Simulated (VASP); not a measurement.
Method: PBEsol GGA, VASP's PBE PAW potentials (set 64) (plane waves; VASP 6.6.1).

VASP ran on this input.

### INCAR
```
SYSTEM = Cd4S2Se2
PREC = Accurate
ENCUT = 400
EDIFF = 1E-7
NELM = 100
ALGO = Normal
LREAL = .FALSE.
LASPH = .TRUE.
ISMEAR = -5
GGA = PS
LMAXMIX = 4
LWAVE = .FALSE.
LCHARG = .TRUE.
LORBIT = 11
NEDOS = 601
ISIF = 2
LEFG = .TRUE.
```

### POSCAR
```
Cd4S2Se2
1
    2.1050712673    -3.6460903104     0.0000000000
    2.1050712673     3.6460903104    -0.0000000000
   -0.0000000000     0.0000000000    13.7348611673
Cd Se S
4 2 2
Direct
  0.6666670000   0.3333330000   0.2505692036
  0.3333330000   0.6666670000   0.9897283847
  0.6666670000   0.3333330000   0.7501545150
  0.3333330000   0.6666670000   0.5111029232
  0.6666670000   0.3333330000   0.4418444641
  0.3333330000   0.6666670000   0.1816253067
  0.6666670000   0.3333330000   0.9342836242
  0.3333330000   0.6666670000   0.6946915787
```

### KPOINTS
```
Automatic mesh
0
Gamma
7 7 2
0 0 0
```

POTCAR, in this order: Cd Se S (PBE.64 set). Program: vasp_std.

Output of the run:

**OUTCAR**
```
 ion  position               nearest neighbor table
   1  0.667  0.333  0.251-   6 2.61   6 2.61   6 2.61   5 2.63
   2  0.333  0.667  0.990-   7 2.55   7 2.55   7 2.55   6 2.64
   3  0.667  0.333  0.750-   7 2.53   8 2.55   8 2.55   8 2.55
   4  0.333  0.667  0.511-   8 2.52   5 2.61   5 2.61   5 2.61
   5  0.667  0.333  0.442-   4 2.61   4 2.61   4 2.61   1 2.63
   6  0.333  0.667  0.182-   1 2.61   1 2.61   1 2.61   2 2.64
   7  0.667  0.333  0.934-   3 2.53   2 2.55   2 2.55   2 2.55
   8  0.333  0.667  0.695-   4 2.52   3 2.55   3 2.55   3 2.55
  LATTYP: Found a hexagonal cell.
 ALAT       =     4.2101424669
 C/A-ratio  =     3.2623269343
 Subroutine PRICEL returns:
 Original cell was already a primitive cell.
 Subroutine GETGRP returns: Found  6 space group operations
The static configuration has the point symmetry C_3v.
The dynamic configuration has the point symmetry C_3v.
 Subroutine INISYM returns: Found  6 space group operations
 Subroutine IBZKPT returns following result:
 Found     16 irreducible k-points:

 Following reciprocal coordinates:
            Coordinates               Weight
  0.000000  0.000000  0.000000      1.000000
  0.142857  0.000000  0.000000      6.000000
  0.285714 -0.000000  0.000000      6.000000
  0.428571  0.000000  0.000000      6.000000
  0.142857  0.142857  0.000000      6.000000
  0.285714  0.142857  0.000000     12.000000
  0.428571  0.142857  0.000000      6.000000
  0.285714  0.285714  0.000000      6.000000
  0.000000  0.000000  0.500000      1.000000
  0.142857  0.000000  0.500000      6.000000
  0.285714 -0.000000  0.500000      6.000000
  0.428571  0.000000  0.500000      6.000000
  0.142857  0.142857  0.500000      6.000000
  0.285714  0.142857  0.500000     12.000000
  0.428571  0.142857  0.500000      6.000000
  0.285714  0.285714  0.500000      6.000000
   k-points           NKPTS =     16   k-points in BZ     NKDIM =     16   number of bands    NBANDS=     43
...
```

**OSZICAR**
```
       N       E                     dE             d eps       ncg     rms          rms(c)
DAV:   1     0.445520352373E+03    0.44552E+03   -0.30376E+04  1384   0.125E+03
DAV:   2    -0.250264277121E+00   -0.44577E+03   -0.43787E+03  1558   0.339E+02
DAV:   3    -0.273556945935E+02   -0.27105E+02   -0.26991E+02  1615   0.826E+01
DAV:   4    -0.276826633885E+02   -0.32697E+00   -0.32653E+00  1581   0.875E+00
DAV:   5    -0.276877346474E+02   -0.50713E-02   -0.50700E-02  1593   0.105E+00    0.145E+01
DAV:   6    -0.259846285006E+02    0.17031E+01   -0.42093E+00  1692   0.164E+01    0.112E+01
DAV:   7    -0.259502766950E+02    0.34352E-01   -0.17916E+00  1515   0.568E+00    0.365E+00
DAV:   8    -0.259174169190E+02    0.32860E-01   -0.31877E-01  1593   0.429E+00    0.865E-01
DAV:   9    -0.259171913814E+02    0.22554E-03   -0.36903E-02  1513   0.174E+00    0.253E-01
DAV:  10    -0.259169983507E+02    0.19303E-03   -0.26455E-03  1589   0.435E-01    0.995E-02
DAV:  11    -0.259171441845E+02   -0.14583E-03   -0.36924E-04  1488   0.102E-01    0.513E-02
DAV:  12    -0.259172091395E+02   -0.64955E-04   -0.77261E-05  1514   0.540E-02    0.113E-02
DAV:  13    -0.259172145027E+02   -0.53632E-05   -0.77559E-06  1596   0.157E-02    0.868E-03
DAV:  14    -0.259172179493E+02   -0.34466E-05   -0.48265E-06  1444   0.988E-03    0.610E-03
DAV:  15    -0.259172181036E+02   -0.15426E-06   -0.31306E-07  1317   0.397E-03    0.192E-03
DAV:  16    -0.259172182572E+02   -0.15366E-06   -0.17427E-07  1063   0.276E-03    0.799E-04
DAV:  17    -0.259172182483E+02    0.89703E-08   -0.36082E-08   946   0.116E-03
   1 F= -.25917218E+02 E0= -.25917218E+02  d E =0.000000E+00
```

OUTCAR:
```
------------------------ aborting loop because EDIFF is reached ----------------------------------------
  FORCE on cell =-STRESS in cart. coord.  units (eV):
  Direction    XX          YY          ZZ          XY          YZ          ZX
  --------------------------------------------------------------------------------------
  Total       -0.0103334     -0.0103334      0.1060455      0.0000000      0.0000000      0.0000000
  in kB       -0.0785248     -0.0785248      0.8058499      0.0000000      0.0000000      0.0000000
  external PRESSURE =       0.2162667 kB  Pullay stress =       0.0000000 kB
  volume of cell :      210.84
      direct lattice vectors                 reciprocal lattice vectors
     2.105071267 -3.646090310  0.000000000     0.237521650 -0.137133191  0.000000000
     2.105071267  3.646090310  0.000000000     0.237521650  0.137133191  0.000000000
     0.000000000  0.000000000 13.734861167     0.000000000  0.000000000  0.072807434
 POSITION                                       TOTAL-FORCE (eV/Angst)
 -----------------------------------------------------------------------------------
      2.10507     -1.21537      3.44153         0.000000      0.000000     -0.009672
      2.10507      1.21537     13.59378        -0.000000     -0.000000     -0.012698
      2.10507     -1.21537     10.30327        -0.000000      0.000000     -0.006461
      2.10507      1.21537      7.01993         0.000000      0.000000     -0.014315
      2.10507     -1.21537      6.06867        -0.000000     -0.000000      0.014027
      2.10507      1.21537      2.49460         0.000000     -0.000000      0.011704
      2.10507     -1.21537     12.83226        -0.000000      0.000000      0.011225
      2.10507      1.21537      9.54149         0.000000      0.000000      0.006190
 -----------------------------------------------------------------------------------
    total drift:                               -0.000001      0.000000     -0.001551
  FREE ENERGIE OF THE ION-ELECTRON SYSTEM (eV)
  ---------------------------------------------------
  free  energy   TOTEN  =       -25.9172182483 eV

  energy  without entropy=      -25.9172182483  energy(sigma->0) =      -25.91721825

 total charge

# of ion       s       p       d       tot
------------------------------------------
    1        0.452   0.331   9.547  10.330
    2        0.429   0.313   9.554  10.297
    3        0.426   0.319   9.557  10.302
    4        0.448   0.336   9.550  10.334
    5        1.444   2.392   0.024   3.861
    6        1.444   2.392   0.024   3.861
    7        1.320   2.364   0.000   3.684
    8        1.319   2.365   0.000   3.684
--------------------------------------------------
tot          7.283  10.813  38.257  56.353

 Electric field gradients after diagonalization (V/A^2)
 (convention: |V_zz| > |V_xx| > |V_yy|)
----------------------------------------------------------------------
 ion       V_xx      V_yy      V_zz     asymmetry (V_yy - V_xx)/ V_zz
----------------------------------------------------------------------
   1      -2.853    -2.848     5.701       0.001
   2      -5.203    -5.198    10.400       0.001
   3       1.867     1.862    -3.729       0.001
   4       4.408     4.403    -8.810       0.001
   5     -14.799   -14.798    29.598       0.000
   6     -13.098   -13.097    26.196       0.000
   7       5.049     5.048   -10.097       0.000
   8       4.348     4.347    -8.695       0.000
```
(Selected blocks of OUTCAR.)

The structure was generated: Cd4S2Se2 was put into an ordered model structure (P3m1), which need not be its known phase. It was relaxed first.
